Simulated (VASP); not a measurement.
These are PBE GGA, VASP's PBE PAW potentials (set 64) (plane waves; VASP) values and carry that method's errors.

A VASP calculation is set up with these files.

File POSCAR:
```
Ga32As31N
1
   11.5222104216     0.0000000000     0.0000000000
    0.0000000000    11.5222104216    -0.0000000000
   -0.0000000000    -0.0000000000    11.5222104216
Ga As N
32 31 1
Direct
  0.5000000000   0.0000000000   0.0000000000
  0.7500000000   0.2500000000   0.0000000000
  0.7500000000   0.0000000000   0.2500000000
  0.0000000000   0.0000000000   0.0000000000
  0.2500000000   0.2500000000   0.0000000000
  0.5000000000   0.5000000000   0.0000000000
  0.7500000000   0.7500000000   0.0000000000
  0.2500000000   0.0000000000   0.2500000000
  0.5017910000   0.2543520000   0.2512100000
  0.7456170000   0.4962150000   0.2506040000
  0.5000000000   0.0000000000   0.5000000000
  0.7462370000   0.2480720000   0.4963340000
  0.7500000000   0.0000000000   0.7500000000
  0.0000000000   0.5000000000   0.0000000000
  0.2500000000   0.7500000000   0.0000000000
  0.0000000000   0.2500000000   0.2500000000
  0.2500000000   0.5000000000   0.2500000000
  0.5000000000   0.7500000000   0.2500000000
  0.0000000000   0.0000000000   0.5000000000
  0.2500000000   0.2500000000   0.5000000000
  0.4981490000   0.5003530000   0.4965860000
  0.7500000000   0.7500000000   0.5000000000
  0.2500000000   0.0000000000   0.7500000000
  0.5000000000   0.2500000000   0.7500000000
  0.7500000000   0.5000000000   0.7500000000
  0.0000000000   0.7500000000   0.2500000000
  0.0000000000   0.5000000000   0.5000000000
  0.2500000000   0.7500000000   0.5000000000
  0.0000000000   0.2500000000   0.7500000000
  0.2500000000   0.5000000000   0.7500000000
  0.5000000000   0.7500000000   0.7500000000
  0.0000000000   0.7500000000   0.7500000000
  0.6250000000   0.1250000000   0.1250000000
  0.8750000000   0.3750000000   0.1250000000
  0.8750000000   0.1250000000   0.3750000000
  0.1250000000   0.1250000000   0.1250000000
  0.3750000000   0.3750000000   0.1250000000
  0.6250000000   0.6250000000   0.1250000000
  0.8750000000   0.8750000000   0.1250000000
  0.3750000000   0.1250000000   0.3750000000
  0.8750000000   0.6250000000   0.3750000000
  0.6250000000   0.1250000000   0.6250000000
  0.8750000000   0.3750000000   0.6250000000
  0.8750000000   0.1250000000   0.8750000000
  0.1250000000   0.6250000000   0.1250000000
  0.3750000000   0.8750000000   0.1250000000
  0.1250000000   0.3750000000   0.3750000000
  0.3750000000   0.6250000000   0.3750000000
  0.6250000000   0.8750000000   0.3750000000
  0.1250000000   0.1250000000   0.6250000000
  0.3750000000   0.3750000000   0.6250000000
  0.6250000000   0.6250000000   0.6250000000
  0.8750000000   0.8750000000   0.6250000000
  0.3750000000   0.1250000000   0.8750000000
  0.6250000000   0.3750000000   0.8750000000
  0.8750000000   0.6250000000   0.8750000000
  0.1250000000   0.8750000000   0.3750000000
  0.1250000000   0.6250000000   0.6250000000
  0.3750000000   0.8750000000   0.6250000000
  0.1250000000   0.3750000000   0.8750000000
  0.3750000000   0.6250000000   0.8750000000
  0.6250000000   0.8750000000   0.8750000000
  0.1250000000   0.8750000000   0.8750000000
  0.6207370000   0.3718100000   0.3762860000
```

### KPOINTS
```
Automatic mesh
0
Gamma
1 1 1
0 0 0
```

### INCAR
```
# general
SYSTEM  = Ga32As31N
PREC    = Normal
ENCUT   = 400   # plane-wave cut-off (eV)
LREAL   = Auto   # projection in real space or not
LASPH   = .TRUE.   # aspherical one-centre terms
ISYM    = 0
NELECT  = 258.0

# electronic loop
EDIFF   = 1E-5
NELM    = 100
NELMIN  = 4
ALGO    = Fast
LMAXMIX = 4

# smearing
ISMEAR  = 0   # Gaussian
SIGMA   = 0.05

# functional
GGA     = PE   # PBE

# ions
IBRION  = 2   # conjugate gradients
NSW     = 60
ISIF    = 2
EDIFFG  = -0.03   # ionic stop

# output
LWAVE   = .FALSE.
LCHARG  = .FALSE.
```

POTCAR, in this order: Ga As N (PBE.64 set). Program: vasp_gam.

The cell is charged, with a uniform compensating background. The supercell is sampled at Γ alone, which is coarse: total energies, pressure and levels can be off, energies of defects by several tenths of an eV.

Estimate the energy per atom (σ→0).

```json
{
  "energy per atom (σ→0)": "-4.020 eV/atom"
}
```

### OSZICAR
```
...
RMM:   4    -0.257262969374E+03    0.40061E-07   -0.11515E-06   107   0.223E-03
  24 F= -.25726297E+03 E0= -.25726297E+03  d E =-.220576E-04
       N       E                     dE             d eps       ncg     rms          rms(c)
DAV:   1    -0.257262974856E+03   -0.54413E-05   -0.17451E-04   328   0.260E-02    0.489E-03
RMM:   2    -0.257262975625E+03   -0.76900E-06   -0.98906E-06   170   0.558E-03    0.177E-03
RMM:   3    -0.257262975623E+03    0.22210E-08   -0.59327E-07    60   0.193E-03    0.900E-04
RMM:   4    -0.257262975601E+03    0.21686E-07   -0.75072E-08    28   0.136E-03
  25 F= -.25726298E+03 E0= -.25726298E+03  d E =-.282840E-04
```

The cell is a supercell with a defect, built from GaAs (zinc blende): N_As, charge -2. The run is not spin-polarised, so no state with unpaired spins was tried.
